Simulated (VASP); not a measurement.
Crystal: MgW.

```
CELL_PARAMETERS angstrom
3.10385 0.00000 0.00000
-1.55193 2.68801 0.00000
0.00000 0.00000 9.46120
ATOMIC_POSITIONS crystal
Mg 0.00000 0.00000 0.00000
Mg 0.00000 0.00000 0.50000
W 0.33333 0.66667 0.25000
W 0.66667 0.33333 0.75000
```

The cell was built by a generator and needn't be a form met in nature.

- Program: VASP 6.6.1
- Task: relaxation of cell and atoms
- Functional: PBE
- Potentials or basis: VASP PAW PBE potentials, release 64 (Mg, W_sv)
- Cutoff: 600 eV
- k mesh: 6 × 6 × 2
- Occupations: gaussian, width 0.1 eV
- Spin: no spin polarisation

At the start: pressure -14.1 GPa; volume 19.73 Å³/atom.

Question: How do energy, volume and symmetry change on relaxing?

Answer: Over 6 steps the energy falls by 256.2 meV/atom and the volume is 17.39 Å³/atom (-11.9 %); space group P6_3/mmc (No. 194, to 0.05 Å).

The path:
| step | energy change (eV) | largest force (eV/Å) | pressure (GPa) | volume (Å³) |
| --- | --- | --- | --- | --- |
| 1 | 0.0000 | 0.0000 | -14.07 | 78.94 |
| 2 | -0.1693 | 0.0000 | 29.00 | 60.22 |
| 3 | -0.9791 | 0.0000 | 2.46 | 68.23 |
| 4 | -0.9797 | 0.0000 | 2.92 | 68.03 |
| 5 | -1.0196 | 0.0000 | -0.69 | 70.14 |
| 6 | -1.0250 | 0.0000 | 0.19 | 69.57 |

Final structure:
```
Mg W
1.0
     2.86069    0.00000    0.00000
    -1.43034    2.47743    0.00000
     0.00000    0.00000    9.81700
Mg W
2 2
Direct
  0.00000 0.00000 0.00000
  0.00000 0.00000 0.50000
  0.33333 0.66667 0.25000
  0.66667 0.33333 0.75000
```

Caveat: the k mesh is coarse (spacing up to 0.39 Å⁻¹), so the values aren't converged.
